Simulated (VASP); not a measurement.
Data:

```
Gd
1.0
    1.84817    -3.20112     0.00000
    1.84817     3.20112     0.00000
    0.00000     0.00000     5.64036
Gd
2
Direct
  0.33333   0.66667   0.25000
  0.66667   0.33333   0.75000
```

Computed with r2SCAN meta-GGA, VASP's PBE PAW potentials (set 64) (plane waves; VASP). Numerical set-up: 520 eV cut-off, 13×13×7 Γ-centred mesh, tetrahedra with Blöchl corrections, potentials Gd_3.

The 4f electrons are frozen in the core of the lanthanide potential, so 4f levels, which can set the real gap, and their magnetism are missing.

Problem. Give the energies of bands 7 to 12 at the high-symmetry points, in eV from the Fermi level.

Solution. 
```tsv
band	Γ	M	K	A	L	H
7	-4.89	-1.76	-0.95	-3.23	-1.83	-0.44
8	-2.04	-1.42	-0.70	-3.23	-1.83	-0.44
9	1.56	-0.94	-0.70	1.14	0.12	-0.41
10	1.84	0.06	-0.43	1.14	0.12	-0.41
11	1.84	1.46	1.31	1.72	1.78	0.60
12	2.49	1.81	1.31	1.72	1.78	0.60
```

It has no gap at this level: it comes out as a metal or semimetal.

The compound is Gd in the hcp structure. It was relaxed first.
